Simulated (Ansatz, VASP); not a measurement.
# Cross-check of SiO2 (Cristobalite) between VASP and Ansatz, part 3 of 3

Wanted: the spread between two codes on one cell, functional and k mesh. The cell is taken from a series of runs on this material, whose earlier steps may have relaxed, scaled, displaced or heated it; both programs get it as it stands.

VASP 6.6.1 and Ansatz 0.2.0.

So far: The structure; VASP: zone-centre phonons, LDA.

### Step 3. Ansatz: zone-centre phonons, LDA

Level of this step: Ansatz beside VASP: Kohn-Sham DFT, plane waves, LDA (Ansatz).

Ansatz runs on its PAW soft_1 files.

The same cell, functional (in two slightly different forms) and mesh now go to Ansatz, which takes its cutoff from its data sets.

Contents of input.yaml:

```yaml
crystal:
  lattice:
    - [4.9142039689, 0.0, 0.0]
    - [0.0, 4.9142039689, 0.0]
    - [0.0, 0.0, 6.8113113284]
  atoms:
    - { symbol: O, position: [0.235865842, 0.1200737353, 0.1866019653] }
    - { symbol: O, position: [0.3799262647, 0.735865842, 0.4366019653] }
    - { symbol: O, position: [0.764134158, 0.8799262647, 0.6866019653] }
    - { symbol: O, position: [0.6200737353, 0.264134158, 0.9366019653] }
    - { symbol: O, position: [0.735865842, 0.3799262647, 0.5633980347] }
    - { symbol: O, position: [0.8799262647, 0.764134158, 0.3133980347] }
    - { symbol: O, position: [0.264134158, 0.6200737353, 0.0633980347] }
    - { symbol: O, position: [0.1200737353, 0.235865842, 0.8133980347] }
    - { symbol: Si, position: [0.3077949954, 0.3077949954, 0.0] }
    - { symbol: Si, position: [0.1922050046, 0.8077949954, 0.25] }
    - { symbol: Si, position: [0.6922050046, 0.6922050046, 0.5] }
    - { symbol: Si, position: [0.8077949954, 0.1922050046, 0.75] }
kpoints:
  mp_grid: { grid: [4, 4, 4] }
hamiltonian:
  xc: lda
  pseudopotentials: { kind: paw, azcp: { folder: soft_1 }, xc_functional: pbe }
scf:
  occupations: { method: fixed }
output:
  eigenvalues: true
phonons:
  method: dfpt
  dielectric: true
  rigid_motions: translations
```

On the command line:

```bash
> ansatz run input.yaml --threads 8 --pin off --max-ram 20480MiB --backend cpu --events-out ev --progress --plain --runs-dir out
```

Numbers of over 12 decimals in the logs are rounded to 6 here.

Log:

```text
Engine: ansatz 0.2.0, aarch64-unknown-linux-gnu
Pseudopotentials: kind: paw
Pseudopotential: O, paw, valence charge 6, recommended cutoff 420 eV (normal), soft_1/O.paw.azcp
Pseudopotential: Si, paw, valence charge 4, recommended cutoff 420 eV (normal), soft_1/Si.paw.azcp
Functional definition: SPW92
  exchange = slater_x
  correlation = pw_c
Crystal: 12 atoms, lattice volume = 164.489 Å³
Basis set: ecut = 420 eV, 3235 PW (Γ), exchange–correlation on 72×72×96 points (8 copies of the dense FFT grid, shifted against one another)
Bands: 44, of which v1, the nominal top of the filled ones, is band 32 counted from 1 (31 counted from 0)
Symmetry: 8 space group operations
k-points: 36 of 64 (irreducible under 1 space group operation, time reversal used)
Non-local potential: O, projectors of the file, l = 0: 2, l = 1: 2, l = 2: 1
Non-local potential: Si, projectors of the file, l = 0: 2, l = 1: 2, l = 2: 1
PAW form: soft (Blöchl's): semilocal exchange-correlation on the pseudo side does not see the compensation charge
PAW frozen core: O, regenerated for the run's functional, and the local potential with it (the file was generated under x = pbe(κ = 0.804, μ = 0.219515), c = pbe(β = 0.066725))
PAW frozen core: Si, regenerated for the run's functional, and the local potential with it (the file was generated under x = pbe(κ = 0.804, μ = 0.219515), c = pbe(β = 0.066725))
PAW one-centre angular grid: O, 110 points (default); XC on 64 Gauss nodes
PAW one-centre angular grid: Si, 110 points (default); XC on 64 Gauss nodes
Initial density: superposition of atomic densities (chi_scale 0.1, normalization cell, long waves kept (reshape's long-wave potential 0.00 eV rms))
Initial wavefunctions: pseudopotential atomic-orbital guess
Functional: x = slater, c = lda
SCF iter   1: F=—  HF=-6897.287908 eV  |F-HF|=—  |Δ(HF+E_count)|=         —  Δρ=1.21e-1  dr2=2.16e1  ethr=3.10e-3  ⟨swp⟩=4.7  Hψ=6443  notcnv=0  defer=330
preconditioner: auto → Resta (q_TF=auto, 2.331 Å⁻¹)  ε∞=2.7  [insulator: Δε(μ)=7.194 eV  Ē_g=17.919 eV  n_scr=36 (ndim 8)  ℏωp=23.2 eV  f_vac=0.077  ε∞_Penn≈2.7]
SCF iter   2: F=—  HF=-6891.139517 eV  |F-HF|=—  |Δ(HF+E_count)|=    6.15e0  Δρ=4.17e-2  dr2=1.18e0  ethr=3.10e-3  ⟨swp⟩=4.1  Hψ=4235  notcnv=0  defer=333
SCF iter   3: F=—  HF=-6890.869672 eV  |F-HF|=—  |Δ(HF+E_count)|=   2.70e-1  Δρ=1.96e-2  dr2=3.68e-1  ethr=1.84e-3  ⟨swp⟩=2.0  Hψ=1472  notcnv=0  defer=350
SCF iter   4: F=—  HF=-6890.785108 eV  |F-HF|=—  |Δ(HF+E_count)|=   8.46e-2  Δρ=1.46e-3  dr2=2.67e-3  ethr=5.76e-4  ⟨swp⟩=3.2  Hψ=2626  notcnv=0  defer=358
SCF iter   5: F=—  HF=-6890.786896 eV  |F-HF|=—  |Δ(HF+E_count)|=   1.79e-3  Δρ=2.30e-4  dr2=1.21e-4  ethr=4.18e-6  ⟨swp⟩=2.7  Hψ=2547  notcnv=0  defer=357
SCF iter   6: F=—  HF=-6890.786922 eV  |F-HF|=—  |Δ(HF+E_count)|=   2.59e-5  Δρ=5.19e-5  dr2=5.30e-6  ethr=1.89e-7  ⟨swp⟩=2.9  Hψ=2757  notcnv=0  defer=355
SCF iter   7: F=—  HF=-6890.786927 eV  |F-HF|=—  |Δ(HF+E_count)|=   5.25e-6  Δρ=8.22e-6  dr2=1.27e-7  ethr=8.28e-9  ⟨swp⟩=2.7  Hψ=2723  notcnv=0  defer=347
SCF iter   8: F=—  HF=-6890.786927 eV  |F-HF|=—  |Δ(HF+E_count)|=   1.06e-7  Δρ=1.79e-6  dr2=4.05e-9  ethr=1.99e-10  ⟨swp⟩=2.2  Hψ=2327  notcnv=0  defer=347
SCF iter   9: F=-6890.786927 eV  HF=-6890.786927 eV  |F-HF|=6.82e-11  |Δ(HF+E_count)|=   3.33e-9  Δρ=2.29e-7  dr2=5.67e-11  ethr=1.00e-12  ⟨swp⟩=16.9  Hψ=13856  notcnv=0
SCF 1 converged in 9 iterations: F = -6890.786927 eV  dr2 = 5.67e-11
  greatest PAW one-centre occupation: 0.856 electrons in one spin orbital (limit 2), on the O atom at site 7 (counted from 0), in its partial waves of l = 0
DFPT response loops at Γ: preconditioner auto → none (the input reference at scf.mixing.eps_inf says where Resta's filter doesn't serve); β = 0.50; Broyden in place of MSR1
── the response to a field inside a basis, on 4×4×4 k-points: an SCF that follows is theirs, and a resumed run solves both again ──
Bands: 33, of which v1, the nominal top of the filled ones, is band 32 counted from 1 (31 counted from 0)
k-points: 6 of 64 (time reversal used)
Initial density: handed on by an earlier stage of this run
Initial wavefunctions: pseudopotential atomic-orbital guess (no wavefunctions were taken with the density)
Eigensolver: Dense (6 Hₖ)
SCF iter   1: F=—  HF=-6890.614619 eV  |F-HF|=—  |Δ(HF+E_count)|=         —  Δρ=4.32e-4  dr2=8.44e-5  ethr=1.00e-1
preconditioner: auto → Resta (q_TF=auto, 2.331 Å⁻¹)  ε∞=3.7  [insulator: Δε(μ)=6.117 eV  Ē_g=14.129 eV  n_scr=36 (ndim 8)  ℏωp=23.2 eV  f_vac=0.186  ε∞_Penn≈3.7]
SCF iter   2: F=—  HF=-6890.614623 eV  |F-HF|=—  |Δ(HF+E_count)|=   4.39e-6  Δρ=1.99e-4  dr2=2.17e-5  ethr=1.32e-7
SCF iter   3: F=—  HF=-6890.614627 eV  |F-HF|=—  |Δ(HF+E_count)|=   4.29e-6  Δρ=6.67e-5  dr2=2.59e-6  ethr=3.40e-8
SCF iter   4: F=-6890.614628 eV  HF=-6890.614627 eV  |F-HF|=1.92e-8  |Δ(HF+E_count)|=   4.18e-8  Δρ=6.94e-6  dr2=9.61e-8  ethr=4.05e-9
[...]
k-point 2: bands = [... 28 lower, 0.8165, 0.8165, 1.0102, 1.0102, 8.2920, 8.2920, 10.5658, 10.5658, ... 8 higher]
  k-point 35: bands = [... 28 lower, 0.8177, 0.8177, 0.8177, 0.8177, 10.4716, 10.4716, 10.4716, 10.4716, ... 8 higher]
--- Phonons (Γ-DFPT): 5 representative perturbations + reference, on 36 of 64 k-points (Σ response iterations 19) ---
  k mesh reduced under 1 symmetry operation, with k and −k counted as one. Each operation leaves every solved perturbation unchanged. A smaller set is not considered because the run solves the response to a homogeneous field
  ASR residual: 9.304e-5 → 0.000e0 eV/Å²; symmetrization residual: 2.353e-6 eV/Å²
  ASR residual per site (eV/Å²): 9.30e-5 9.30e-5 9.30e-5 9.30e-5 9.30e-5 9.30e-5 9.30e-5 9.30e-5 2.22e-5 2.22e-5 2.22e-5 2.22e-5
  Γ frequencies (cm⁻¹): 0.00 0.00 0.00 51.23 120.69 155.06 155.06 232.45 259.22 259.22 269.86 279.47 347.18 367.38 374.03 374.03 425.29 434.38 457.02 457.02 480.99 614.14 614.14 785.28 786.14 786.67 796.98 796.98 1073.73 1076.59 1076.59 1077.37 1083.25 1114.64 1185.12 1185.12
  ε∞ (high-frequency dielectric tensor):
        2.355135     0.000000     0.000000
        0.000000     2.355135     0.000000
        0.000000     0.000000     2.338604
  ε⁰ (static dielectric tensor: ions relaxed, cell fixed):
        4.274333    -0.000000    -0.000000
       -0.000000     4.274333     0.000000
       -0.000000     0.000000     4.000927
  ε⁰ − ε∞ (ionic part):
        1.919197    -0.000000    -0.000000
       -0.000000     1.919197     0.000000
       -0.000000     0.000000     1.662322
  softest optical mode at Γ: 51.23 cm⁻¹; the repairs (sum rule, projections) moved no ω² at Γ by more than (1.83 cm⁻¹)²
  Born effective charges Z* (e; rows j = field, columns β = displacement):
    site 0:
        -1.05066   -0.17890    0.08235
        -0.24118   -2.28812    0.77127
         0.23027    0.76971   -1.63733
    site 1:
        -2.28812    0.24118   -0.77127
         0.17890   -1.05066    0.08235
        -0.76971    0.23027   -1.63733
    site 2:
        -1.05066   -0.17890   -0.08235
        -0.24118   -2.28812   -0.77127
        -0.23027   -0.76971   -1.63733
    site 3:
        -2.28812    0.24118    0.77127
         0.17890   -1.05066   -0.08235
         0.76971   -0.23027   -1.63733
    site 4:
        -1.05066    0.17890   -0.08235
         0.24118   -2.28812    0.77127
        -0.23027    0.76971   -1.63733
    site 5:
[...]
site 6:
[...]
site 7:
[...]
site 8:
[...]
site 9:
[...]
site 10:
[...]
site 11:
[...]
Z* charge neutrality: 5.423e-3 e pre-enforcement
  solved inside a basis spanned on kpoints, on 4×4×4 k-points, its susceptibility summed on 8×8×6: ε∞ is read to err by 8.4e-3, Z* by 1.2e-2 e (field_mesh: kpoints solves on kpoints); Z* is corrected for what the basis lacks
  optical modes at Γ without the LO–TO term, one row a degenerate level:
      ω (cm⁻¹)  modes    IR ((D/Å)²/amu)
[...]
optical modes at Γ + LO–TO along q̂ = [1.0000, 0.0000, 0.0000]:
      ω (cm⁻¹)  modes    IR ((D/Å)²/amu)
[...]
optical modes at Γ + LO–TO along q̂ = [0.0000, 1.0000, 0.0000]:
      ω (cm⁻¹)  modes    IR ((D/Å)²/amu)
[...]
optical modes at Γ + LO–TO along q̂ = [0.0000, 0.0000, 1.0000]:
      ω (cm⁻¹)  modes    IR ((D/Å)²/amu)
[...]
796.98      2             0.0741
        811.37      1             4.9175
       1073.73      1             0.0000
       1076.59      2           114.0533
       1077.37      1             0.0000
       1114.64      1             0.0000
       1185.12      2             3.3397
       1225.69      1            64.3231
```

Reading the cycles: dr2 is the Hartree energy of the density residual (eV), the measure of convergence; HF is the Harris–Foulkes estimate of the energy, which meets the free energy F at convergence.

### Step 4. Differences

Known differences besides the potentials themselves: fixed occupations in Ansatz, narrow Gaussian smearing in VASP; VASP's response is taken on the typed mesh, Ansatz refines its own for the field response alone; the cutoff is 420 eV in Ansatz and 600 eV in VASP; VASP's log shows a relativistic correction to its local exchange, Ansatz's none. Total energies have different zeros and are not compared.

Both answers:

| quantity | Ansatz | VASP | difference |
| --- | --- | --- | --- |
| ε∞ xx | 2.36 | 2.34 | +0.49 % |
| ε∞ yy | 2.36 | 2.34 | +0.49 % |
| ε∞ zz | 2.34 | 2.33 | +0.47 % |
| Born charge of O1 (mean of the diagonal) (e) | -1.66 | -1.65 | -0.01 |
| Born charge of Si9 (mean of the diagonal) (e) | 3.32 | 3.29 | +0.03 |
| optical mode 1 (cm⁻¹) | 51.2 | 47.6 | +3.6 |
| optical mode 2 (cm⁻¹) | 120.7 | 122.4 | -1.38 % |
| optical mode 3 to 4 (cm⁻¹) | 155.1 | 155.8 | -0.49 % |
| optical mode 5 (cm⁻¹) | 232.4 | 232.9 | -0.21 % |
| optical mode 6 to 7 (cm⁻¹) | 259.2 | 261.0 | -0.69 % |
| optical mode 8 (cm⁻¹) | 269.9 | 271.7 | -0.67 % |
| optical mode 9 (cm⁻¹) | 279.5 | 281.5 | -0.71 % |
| optical mode 10 (cm⁻¹) | 347.2 | 348.5 | -0.39 % |
| optical mode 11 (cm⁻¹) | 367.4 | 367.9 | -0.13 % |
| optical mode 12 to 13 (cm⁻¹) | 374.0 | 376.2 | -0.58 % |
| optical mode 14 (cm⁻¹) | 425.3 | 424.9 | +0.08 % |
| optical mode 15 (cm⁻¹) | 434.4 | 437.0 | -0.61 % |
| optical mode 16 to 17 (cm⁻¹) | 457.0 | 459.1 | -0.45 % |
| optical mode 18 (cm⁻¹) | 481.0 | 483.5 | -0.53 % |
| optical mode 19 to 20 (cm⁻¹) | 614.1 | 616.6 | -0.40 % |
| optical mode 21 (cm⁻¹) | 785.3 | 786.7 | -0.19 % |
| optical mode 22 (cm⁻¹) | 786.1 | 787.3 | -0.15 % |
| optical mode 23 (cm⁻¹) | 786.7 | 787.9 | -0.16 % |
| optical mode 24 to 25 (cm⁻¹) | 797.0 | 798.4 | -0.18 % |
| optical mode 26 (cm⁻¹) | 1073.7 | 1082.4 | -0.80 % |
| optical mode 27 to 28 (cm⁻¹) | 1076.6 | 1085.3 | -0.81 % |

Modes are paired by rising frequency, not by their patterns, so a pair may set unlike modes beside each other; they are those without the splitting of longitudinal modes.

### Step 5. What came out

| Property | Result |
| --- | --- |
| r.m.s. difference of the optical zone-centre modes, each program's sorted by frequency (zone-centre phonons, LDA) | 4.0 cm⁻¹ |
| difference in optical mode 2 (zone-centre phonons, LDA) | -1.4 % |

**Reading.** The r.m.s. difference of the optical zone-centre modes, each program's sorted by frequency is 4.0 cm⁻¹ (zone-centre phonons, LDA). Among the rows given in per cent, the largest difference of the zone-centre phonons, LDA pair is in optical mode 2, -1.4 %. How closely two codes agree says nothing of how well the functional describes the real material.

[Lines on the potential files, build, host, timing and source positions are cut from VASP's logs without a mark.]

[Logs are printed without paths, hosts, clocks, repeated set-up lines and the standing remarks that a program may print on its own settings, such as how far it seeks lower states.]

[Hosts, paths, dates, database ids (printed as entryN), source tags and the programs' standing remarks are cut or masked in the printed files.]
